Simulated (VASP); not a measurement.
Output of a VASP run:

File OUTCAR:
```
 ion  position               nearest neighbor table
   1  0.500  0.000  0.000-  32 1.90  46 1.90  54 1.90  62 1.90  23 3.07  30 3.07  18 3.08   2 3.10
                            22 3.10   3 3.10   5 3.10   7 3.10   8 3.10  13 3.10  15 3.10   9 3.14
   2  0.750  0.250  0.000-  32 1.90  33 1.90  44 1.90  55 1.90  23 3.04  10 3.07  24 3.09   9 3.09
                            16 3.10   4 3.10   6 3.10  28 3.10   1 3.10   3 3.10  13 3.10  14 3.10
   3  0.750  0.000  0.250-  32 1.90  34 1.90  38 1.90  49 1.90  12 3.05  18 3.05  16 3.10   2 3.10
                            19 3.10  25 3.10   4 3.10   7 3.10  11 3.10   1 3.10  21 3.11   9 3.12
   4  0.000  0.000  0.000-  35 1.90  38 1.90  44 1.90  63 1.90   8 3.10  13 3.10  15 3.10  16 3.10
                            22 3.10  25 3.10  28 3.10  31 3.10   2 3.10   3 3.10   5 3.10   7 3.10
   5  0.250  0.250  0.000-  35 1.90  36 1.90  54 1.90  60 1.90  23 3.09  16 3.10  22 3.10   1 3.10
                            28 3.10   4 3.10   6 3.10   8 3.10  14 3.10  17 3.11  29 3.11   9 3.12
   6  0.500  0.500  0.000-  36 1.90  37 1.90  55 1.90  61 1.90  23 3.06  10 3.07   9 3.07  24 3.09
                             5 3.10  15 3.10   7 3.10   2 3.10  17 3.10  30 3.13  18 3.15
   7  0.750  0.750  0.000-  37 1.90  38 1.90  56 1.90  62 1.90  30 3.07  14 3.10  25 3.10   1 3.10
                            31 3.10   3 3.10   4 3.10   6 3.10  13 3.10  18 3.10  24 3.12  10 3.13
   8  0.250  0.000  0.250-  35 1.90  39 1.90  46 1.90  57 1.90  20 3.05  18 3.07   1 3.10  19 3.10
                             4 3.10  25 3.10   5 3.10  11 3.10  15 3.10  16 3.10  27 3.10   9 3.15
   9  0.502  0.256  0.252-  40 1.81  36 1.89  32 1.92  39 1.93  10 2.98  12 3.01   6 3.07  17 3.08
                             2 3.09   3 3.12  20 3.12   5 3.12  11 3.12   1 3.14   8 3.15
  10  0.744  0.495  0.251-  40 1.90  37 1.90  33 1.91  41 1.95   9 2.98  12 3.05   6 3.07   2 3.07
                            16 3.10  18 3.12  26 3.13  21 3.13   7 3.13  14 3.14
  11  0.500  0.000  0.500-  39 1.90  42 1.90  49 1.90  59 1.90  18 3.05  12 3.05  30 3.06  13 3.10
                             8 3.10  22 3.10   3 3.10  20 3.10   9 3.12  21 3.12  27 3.13  23 3.13
  12  0.745  0.248  0.495-  40 1.86  42 1.88  34 1.89  43 1.96   9 3.01  10 3.05  11 3.05   3 3.05
                            16 3.10  23 3.10  13 3.11  19 3.11  24 3.12  26 3.14
  13  0.750  0.000  0.750-  42 1.90  44 1.90  53 1.90  62 1.90  30 3.04  23 3.07  21 3.09   2 3.10
                            28 3.10   4 3.10  31 3.10   7 3.10  11 3.10  19 3.10   1 3.10  12 3.11
  14  0.000  0.500  0.000-  33 1.90  45 1.90  56 1.90  60 1.90  16 3.10  25 3.10  28 3.10  31 3.10
                             2 3.10   5 3.10   7 3.10  15 3.10  29 3.10  17 3.10  24 3.12  10 3.14
  15  0.250  0.750  0.000-  45 1.90  46 1.90  61 1.90  63 1.90  14 3.10  22 3.10  25 3.10  31 3.10
                             1 3.10   4 3.10   6 3.10   8 3.10  17 3.10  18 3.12  30 3.13  29 3.14
  16  0.000  0.250  0.250-  33 1.90  34 1.90  35 1.90  47 1.90  20 3.04  14 3.10  19 3.10   2 3.10
                            26 3.10   3 3.10   4 3.10   5 3.10   8 3.10  17 3.10  12 3.10  10 3.10
  17  0.250  0.501  0.251-  48 1.83  47 1.89  45 1.90  36 1.91  27 3.07   9 3.08  26 3.09  25 3.09
                            16 3.10  15 3.10  14 3.10  20 3.10   6 3.10   5 3.11  18 3.14
  18  0.502  0.755  0.252-  49 1.85  46 1.89  37 1.93  48 1.95  11 3.05   3 3.05   8 3.07   1 3.08
                            21 3.10   7 3.10  27 3.11  10 3.12  15 3.12  17 3.14   6 3.15
  19  0.000  0.000  0.500-  34 1.90  50 1.90  53 1.90  57 1.90  20 3.04  21 3.08  27 3.09  25 3.10
                            13 3.10  28 3.10  31 3.10  16 3.10   3 3.10   8 3.10  22 3.10  12 3.11
  20  0.245  0.246  0.497-  50 1.86  47 1.88  39 1.89  51 1.93  19 3.04  16 3.04   8 3.05  28 3.08
                            22 3.09  26 3.09  29 3.10  11 3.10  17 3.10   9 3.12
  21  0.754  0.749  0.501-  53 1.87  41 1.88  52 1.90  49 1.92  31 3.07  26 3.07  19 3.08  25 3.08
                            30 3.08  13 3.09  24 3.10  18 3.10   3 3.11  11 3.12  10 3.13
  22  0.250  0.000  0.750-  50 1.90  54 1.90  59 1.90  63 1.90  20 3.09  30 3.09   1 3.10  28 3.10
                             4 3.10  31 3.10   5 3.10  11 3.10  15 3.10  19 3.10  27 3.11  23 3.13
  23  0.505  0.250  0.755-  55 1.85  54 1.90  42 1.90  51 1.92  24 3.03   2 3.04   6 3.06   1 3.07
                            13 3.07   5 3.09  12 3.10  22 3.13  11 3.13  29 3.14
  24  0.748  0.497  0.749-  52 1.86  55 1.88  43 1.89  56 1.93  23 3.03   2 3.09   6 3.09  28 3.09
                            21 3.10  26 3.10  30 3.10  12 3.12  14 3.12   7 3.12  31 3.13
  25  0.000  0.750  0.250-  38 1.90  41 1.90  45 1.90  57 1.90  27 3.07  21 3.08  17 3.09  19 3.10
                             4 3.10  26 3.10   7 3.10   8 3.10  14 3.10  15 3.10   3 3.10
  26  0.000  0.500  0.500-  41 1.90  43 1.90  47 1.90  58 1.90  29 3.03  27 3.07  21 3.07  17 3.09
                            20 3.09  16 3.10  28 3.10  25 3.10  31 3.10  24 3.10  10 3.13  12 3.14
  27  0.247  0.749  0.499-  58 1.88  57 1.88  48 1.91  59 1.92  26 3.07  25 3.07  17 3.07  29 3.08
                            31 3.08  19 3.09   8 3.10  18 3.11  22 3.11  11 3.13  30 3.15
  28  0.000  0.250  0.750-  43 1.90  44 1.90  50 1.90  60 1.90  29 3.05  20 3.08  24 3.09  22 3.10
                             4 3.10  26 3.10   5 3.10  13 3.10  14 3.10  19 3.10   2 3.10
  29  0.245  0.498  0.745-  58 1.86  60 1.89  51 1.96  61 1.96  26 3.03  28 3.05  27 3.08  31 3.08
                            20 3.10  14 3.10   5 3.11  23 3.14  15 3.14
  30  0.504  0.755  0.749-  62 1.85  59 1.89  52 1.93  61 1.94  13 3.04  11 3.06   1 3.07   7 3.07
                            21 3.08  22 3.09  24 3.10  15 3.13   6 3.13  27 3.15
  31  0.000  0.750  0.750-  53 1.90  56 1.90  58 1.90  63 1.90  21 3.07  29 3.08  27 3.08  22 3.10
                            26 3.10   7 3.10  13 3.10  14 3.10  15 3.10  19 3.10   4 3.10  24 3.13
  32  0.625  0.125  0.125-   1 1.90   2 1.90   3 1.90   9 1.92
  33  0.875  0.375  0.125-   2 1.90  14 1.90  16 1.90  10 1.91
  34  0.875  0.125  0.375-  12 1.89   3 1.90  16 1.90  19 1.90
  35  0.125  0.125  0.125-   4 1.90   5 1.90   8 1.90  16 1.90
  36  0.375  0.375  0.125-   9 1.89   6 1.90   5 1.90  17 1.91
  37  0.625  0.625  0.125-   6 1.90   7 1.90  10 1.90  18 1.93
  38  0.875  0.875  0.125-   3 1.90   4 1.90   7 1.90  25 1.90
  39  0.375  0.125  0.375-  20 1.89  11 1.90   8 1.90   9 1.93
  40  0.619  0.371  0.377-   9 1.81  12 1.86  64 1.87  10 1.90
  41  0.875  0.625  0.375-  21 1.88  25 1.90  26 1.90  10 1.95
  42  0.625  0.125  0.625-  12 1.88  11 1.90  13 1.90  23 1.90
  43  0.875  0.375  0.625-  24 1.89  26 1.90  28 1.90  12 1.96
  44  0.875  0.125  0.875-   2 1.90   4 1.90  13 1.90  28 1.90
  45  0.125  0.625  0.125-  17 1.90  15 1.90  14 1.90  25 1.90
  46  0.375  0.875  0.125-  18 1.89   8 1.90  15 1.90   1 1.90
  47  0.125  0.375  0.375-  20 1.88  17 1.89  16 1.90  26 1.90
  48  0.370  0.622  0.372-  17 1.83  64 1.88  27 1.91  18 1.95
...
```

**OSZICAR**
```
...
RMM:   4    -0.476885293133E+03   -0.79925E-05   -0.10297E-04   599   0.211E-02    0.113E-02
RMM:   5    -0.476885293819E+03   -0.68518E-06   -0.16694E-05   401   0.924E-03
   5 F= -.47688529E+03 E0= -.47687441E+03  d E =-.225112E+00  mag=     1.0000
       N       E                     dE             d eps       ncg     rms          rms(c)
DAV:   1    -0.476921888654E+03   -0.36596E-01   -0.94360E+00   656   0.805E+00    0.843E-01
RMM:   2    -0.476931095449E+03   -0.92068E-02   -0.22628E-01   640   0.119E+00    0.428E-01
RMM:   3    -0.476929096767E+03    0.19987E-02   -0.40833E-02   644   0.462E-01    0.221E-01
RMM:   4    -0.476929150995E+03   -0.54228E-04   -0.98138E-03   657   0.204E-01    0.993E-02
RMM:   5    -0.476929272949E+03   -0.12195E-03   -0.16162E-03   672   0.895E-02    0.537E-02
RMM:   6    -0.476929296449E+03   -0.23500E-04   -0.29356E-04   657   0.408E-02    0.242E-02
RMM:   7    -0.476929302568E+03   -0.61188E-05   -0.64043E-05   552   0.181E-02
   6 F= -.47692930E+03 E0= -.47692226E+03  d E =-.440087E-01  mag=     1.0000
       N       E                     dE             d eps       ncg     rms          rms(c)
DAV:   1    -0.476932644108E+03   -0.33477E-02   -0.44770E-01   704   0.176E+00    0.178E-01
RMM:   2    -0.476933051629E+03   -0.40752E-03   -0.10593E-02   640   0.258E-01    0.924E-02
RMM:   3    -0.476932945832E+03    0.10580E-03   -0.19096E-03   645   0.995E-02    0.459E-02
RMM:   4    -0.476932948204E+03   -0.23725E-05   -0.45423E-04   655   0.439E-02    0.199E-02
RMM:   5    -0.476932953403E+03   -0.51987E-05   -0.74164E-05   569   0.190E-02
   7 F= -.47693295E+03 E0= -.47692513E+03  d E =-.476596E-01  mag=     1.0000
       N       E                     dE             d eps       ncg     rms          rms(c)
DAV:   1    -0.476940829605E+03   -0.78814E-02   -0.12570E+00   672   0.299E+00    0.327E-01
RMM:   2    -0.476941530177E+03   -0.70057E-03   -0.24883E-02   640   0.398E-01    0.151E-01
RMM:   3    -0.476941162584E+03    0.36759E-03   -0.43240E-03   640   0.154E-01    0.660E-02
RMM:   4    -0.476941171372E+03   -0.87874E-05   -0.10390E-03   646   0.682E-02    0.285E-02
RMM:   5    -0.476941185557E+03   -0.14185E-04   -0.18243E-04   681   0.297E-02    0.181E-02
RMM:   6    -0.476941186489E+03   -0.93272E-06   -0.31153E-05   426   0.132E-02
   8 F= -.47694119E+03 E0= -.47693460E+03  d E =-.823309E-02  mag=     1.0000
       N       E                     dE             d eps       ncg     rms          rms(c)
DAV:   1    -0.476941187425E+03   -0.18679E-05   -0.25705E-05   568   0.129E-02    0.353E-03
RMM:   2    -0.476941187536E+03   -0.11137E-06   -0.22742E-06   378   0.407E-03    0.216E-03
RMM:   3    -0.476941187545E+03   -0.90222E-08   -0.15594E-07   158   0.173E-03    0.130E-03
RMM:   4    -0.476941187551E+03   -0.55879E-08   -0.97123E-08   117   0.160E-03
   9 F= -.47694119E+03 E0= -.47693460E+03  d E =-.823415E-02  mag=     1.0000
       N       E                     dE             d eps       ncg     rms          rms(c)
DAV:   1    -0.476943315211E+03   -0.21277E-02   -0.31581E-01   656   0.149E+00    0.163E-01
RMM:   2    -0.476943606486E+03   -0.29128E-03   -0.66913E-03   640   0.206E-01    0.797E-02
RMM:   3    -0.476943538269E+03    0.68217E-04   -0.11263E-03   644   0.792E-02    0.378E-02
RMM:   4    -0.476943537080E+03    0.11893E-05   -0.28223E-04   648   0.358E-02    0.158E-02
RMM:   5    -0.476943542172E+03   -0.50921E-05   -0.53003E-05   494   0.157E-02
  10 F= -.47694354E+03 E0= -.47693770E+03  d E =-.235462E-02  mag=     1.0000
```

OUTCAR:
```
------------------------ aborting loop because EDIFF is reached ----------------------------------------
  FORCE on cell =-STRESS in cart. coord.  units (eV):
  Direction    XX          YY          ZZ          XY          YZ          ZX
  --------------------------------------------------------------------------------------
  Total      -12.2812104    -12.2845996    -12.2829913     -2.2805122     -2.3007395     -2.2616534
  in kB      -29.2878591    -29.2959416    -29.2921061     -5.4384966     -5.4867341     -5.3935227
  external PRESSURE =     -29.2919689 kB  Pullay stress =       0.0000000 kB
  volume of cell :      671.84
      direct lattice vectors                 reciprocal lattice vectors
     8.758331436  0.000000000  0.000000000     0.114176999  0.000000000  0.000000000
     0.000000000  8.758331436  0.000000000     0.000000000  0.114176999  0.000000000
     0.000000000  0.000000000  8.758331436     0.000000000  0.000000000  0.114176999
  FREE ENERGIE OF THE ION-ELECTRON SYSTEM (eV)
  ---------------------------------------------------
  free  energy   TOTEN  =      -476.9435421717 eV

  energy  without entropy=     -476.9318486178  energy(sigma->0) =     -476.93769539

 total charge

# of ion       s       p       d       tot
------------------------------------------
    1        0.698   0.952   0.000   1.651
    2        0.699   0.964   0.000   1.663
    3        0.699   0.964   0.000   1.663
    4        0.699   0.964   0.000   1.663
    5        0.699   0.963   0.000   1.662
    6        0.699   0.964   0.000   1.663
    7        0.699   0.964   0.000   1.663
    8        0.699   0.963   0.000   1.662
    9        0.700   0.958   0.000   1.658
   10        0.700   0.959   0.000   1.659
   11        0.699   0.964   0.000   1.663
   12        0.700   0.959   0.000   1.659
   13        0.699   0.964   0.000   1.663
   14        0.698   0.952   0.000   1.651
   15        0.699   0.964   0.000   1.663
   16        0.699   0.963   0.000   1.662
   17        0.700   0.958   0.000   1.658
   18        0.700   0.959   0.000   1.659
   19        0.698   0.952   0.000   1.651
   20        0.700   0.957   0.000   1.658
   21        0.700   0.960   0.000   1.660
   22        0.699   0.964   0.000   1.663
   23        0.700   0.959   0.000   1.659
   24        0.700   0.960   0.000   1.660
   25        0.699   0.964   0.000   1.663
   26        0.699   0.965   0.000   1.663
   27        0.700   0.959   0.000   1.659
   28        0.699   0.964   0.000   1.663
   29        0.700   0.959   0.000   1.659
   30        0.700   0.960   0.000   1.660
   31        0.699   0.964   0.000   1.664
   32        0.831   1.700   0.000   2.531
   33        0.831   1.701   0.000   2.532
   34        0.831   1.701   0.000   2.531
   35        0.831   1.708   0.000   2.539
   36        0.832   1.711   0.000   2.543
   37        0.832   1.714   0.000   2.546
   38        0.831   1.708   0.000   2.539
   39        0.832   1.711   0.000   2.543
   40        0.828   1.663   0.000   2.491
   41        0.832   1.712   0.000   2.544
   42        0.832   1.714   0.000   2.546
   43        0.832   1.712   0.000   2.544
   44        0.831   1.708   0.000   2.539
   45        0.831   1.701   0.000   2.532
   46        0.831   1.701   0.000   2.532
   47        0.832   1.711   0.000   2.544
   48        0.828   1.663   0.000   2.491
...
```
(Selected blocks of OUTCAR.)

File POSCAR:
```
BC32Si31
1
    8.7583314355     0.0000000000     0.0000000000
    0.0000000000     8.7583314355    -0.0000000000
   -0.0000000000    -0.0000000000     8.7583314355
Si C B
31 32 1
Direct
  0.5000000000   0.0000000000   0.0000000000
  0.7500000000   0.2500000000   0.0000000000
  0.7500000000   0.0000000000   0.2500000000
  0.0000000000   0.0000000000   0.0000000000
  0.2500000000   0.2500000000   0.0000000000
  0.5000000000   0.5000000000   0.0000000000
  0.7500000000   0.7500000000   0.0000000000
  0.2500000000   0.0000000000   0.2500000000
  0.5023210000   0.2556390000   0.2515680000
  0.7443200000   0.4950950000   0.2507830000
  0.5000000000   0.0000000000   0.5000000000
  0.7451240000   0.2475020000   0.4952490000
  0.7500000000   0.0000000000   0.7500000000
  0.0000000000   0.5000000000   0.0000000000
  0.2500000000   0.7500000000   0.0000000000
  0.0000000000   0.2500000000   0.2500000000
  0.2495340000   0.5005020000   0.2508780000
  0.5017060000   0.7554790000   0.2524830000
  0.0000000000   0.0000000000   0.5000000000
  0.2445250000   0.2455440000   0.4970800000
  0.7537180000   0.7494700000   0.5012080000
  0.2500000000   0.0000000000   0.7500000000
  0.5046120000   0.2502240000   0.7550110000
  0.7477730000   0.4970010000   0.7488680000
  0.0000000000   0.7500000000   0.2500000000
  0.0000000000   0.5000000000   0.5000000000
  0.2467700000   0.7485650000   0.4992440000
  0.0000000000   0.2500000000   0.7500000000
  0.2448210000   0.4976280000   0.7448060000
  0.5043120000   0.7546730000   0.7494530000
  0.0000000000   0.7500000000   0.7500000000
  0.6250000000   0.1250000000   0.1250000000
  0.8750000000   0.3750000000   0.1250000000
  0.8750000000   0.1250000000   0.3750000000
  0.1250000000   0.1250000000   0.1250000000
  0.3750000000   0.3750000000   0.1250000000
  0.6250000000   0.6250000000   0.1250000000
  0.8750000000   0.8750000000   0.1250000000
  0.3750000000   0.1250000000   0.3750000000
  0.6194760000   0.3708670000   0.3766670000
  0.8750000000   0.6250000000   0.3750000000
  0.6250000000   0.1250000000   0.6250000000
  0.8750000000   0.3750000000   0.6250000000
  0.8750000000   0.1250000000   0.8750000000
  0.1250000000   0.6250000000   0.1250000000
  0.3750000000   0.8750000000   0.1250000000
  0.1250000000   0.3750000000   0.3750000000
  0.3696710000   0.6215410000   0.3722810000
  0.6250000000   0.8750000000   0.3750000000
  0.1250000000   0.1250000000   0.6250000000
  0.3790660000   0.3693880000   0.6206950000
  0.6282760000   0.6215820000   0.6243370000
  0.8750000000   0.8750000000   0.6250000000
  0.3750000000   0.1250000000   0.8750000000
  0.6250000000   0.3750000000   0.8750000000
  0.8750000000   0.6250000000   0.8750000000
  0.1250000000   0.8750000000   0.3750000000
  0.1250000000   0.6250000000   0.6250000000
  0.3750000000   0.8750000000   0.6250000000
  0.1250000000   0.3750000000   0.8750000000
  0.3750000000   0.6250000000   0.8750000000
  0.6250000000   0.8750000000   0.8750000000
  0.1250000000   0.8750000000   0.8750000000
  0.4976020000   0.5004570000   0.4955750000
```

Problem. Reconstruct the remaining input files.

Solution. Several could match; the one computed here: the input of the run itself, PBE GGA, plane waves, VASP's PBE PAW potentials (set 64).

**INCAR**
```
ALGO = Fast
EDIFF = 1E-5
EDIFFG = -0.03
ENCUT = 400
GGA = PE
IBRION = 2
ISIF = 2
ISMEAR = 0
ISPIN = 2
ISYM = 0
LASPH = .TRUE.
LCHARG = .FALSE.
LORBIT = 10
LREAL = Auto
LWAVE = .TRUE.
MAGMOM = 64*0.0156
NELM = 100
NELMIN = 4
NSW = 60
NUPDOWN = 1
PREC = Normal
SIGMA = 0.05
SYSTEM = BC32Si31
```

File KPOINTS:
```
Automatic mesh
0
Gamma
1 1 1
0 0 0
```

POTCAR, in this order: Si C B (PBE.64 set). Program: vasp_gam.

At this cut-off the stress carries a Pulay error, which pulls relaxed volumes low. The supercell is sampled at Γ alone, which is coarse: total energies, pressure and levels can be off, energies of defects by several tenths of an eV.

The cell is a supercell with a defect, built from SiC (zinc blende): B_Si.
